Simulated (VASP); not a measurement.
An input for Ansatz (written as the equivalent of a VASP run, and not itself run):

Ansatz 0.2 input:
```yaml
crystal:
  lattice:
    - [0.0000000, 2.4350000, 2.4350000]
    - [2.4350000, 0.0000000, 2.4350000]
    - [2.4350000, 2.4350000, 0.0000000]
  atoms:
    - { symbol: Be, position: [0.0000000, 0.0000000, 0.0000000] }
    - { symbol: S, position: [0.2500000, 0.2500000, 0.2500000] }
kpoints:
  mp_grid: { grid: [8, 8, 8] }
hamiltonian:
  xc: r2scan
  pseudopotentials: { kind: paw }
scf:
  occupations: { method: gaussian, width: 0.05 }
  max_iter: 100
relax:
  max_steps: 60
  f_tol: 0.01
  cell: {}
output: { forces: true, stress: true, eigenvalues: true }
```

Q: Write the VASP files for the same calculation (r2SCAN).

A: One answer among several that fit: 
**POSCAR**
```
BeS
1
    0.0000000000     2.4350000000     2.4350000000
    2.4350000000     0.0000000000     2.4350000000
    2.4350000000     2.4350000000     0.0000000000
Be S
1 1
Direct
  0.0000000000   0.0000000000   0.0000000000
  0.2500000000   0.2500000000   0.2500000000
```

**INCAR**
```
SYSTEM=BeS
PREC=Accurate; ENCUT=520; LREAL=F
LASPH=T
EDIFF=1E-6; NELM=100; ALGO=Normal
LMIXTAU=T
ISMEAR=0; SIGMA=0.05
METAGGA=R2SCAN
IBRION=2; NSW=60; ISIF=3
EDIFFG=-0.01
LWAVE=F; LCHARG=F
```

### KPOINTS
```
Automatic mesh
0
Gamma
8 8 8
0 0 0
```

POTCAR, in this order: Be S (PBE.64 set). Program: vasp_std.

The two are equivalent in intent, not identical: each code has its own PAW files, so the cut-off isn't converted (ENCUT is set for VASP's; basis.ecutwfc is left out, and Ansatz then takes the one that its files recommend); Ansatz stops its SCF on the density residual and VASP on the energy change (EDIFF).

The compound is BeS in the zinc blende structure. This run relaxes it. Symmetry was kept, so distortions that lower it aren't found.
